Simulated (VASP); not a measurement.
Given:

```yaml
crystal:
  lattice:
    - [1.92249, -3.32985, 0.00000]
    - [1.92249, 3.32985, 0.00000]
    - [0.00000, 0.00000, 6.23616]
  atoms:
    - { symbol: Zn, position: [0.66667, 0.33333, 0.49929] }
    - { symbol: Zn, position: [0.33333, 0.66667, 0.99929] }
    - { symbol: S, position: [0.66667, 0.33333, 0.87571] }
    - { symbol: S, position: [0.33333, 0.66667, 0.37571] }
```

These are PBE GGA, VASP's PBE PAW potentials (set 64) (plane waves; VASP) values and carry that method's errors. Settings: 480 eV cut-off, 6×6×4 Γ-centred mesh, Gaussian smearing of 0.050 eV, potentials Zn S.

**Question.** Give the stress tensor in GPa (positive for a compressed cell).

**Answer.** 
```
0.60  0.00  0.00
0.00  0.60  0.00
0.00  0.00  1.64
```
The pressure is its mean diagonal, 0.95 GPa.

The compound is ZnS in the wurtzite structure, the high-temperature form. This cell was strained or had an atom moved on purpose. Symmetry was kept, so distortions that lower it aren't found.
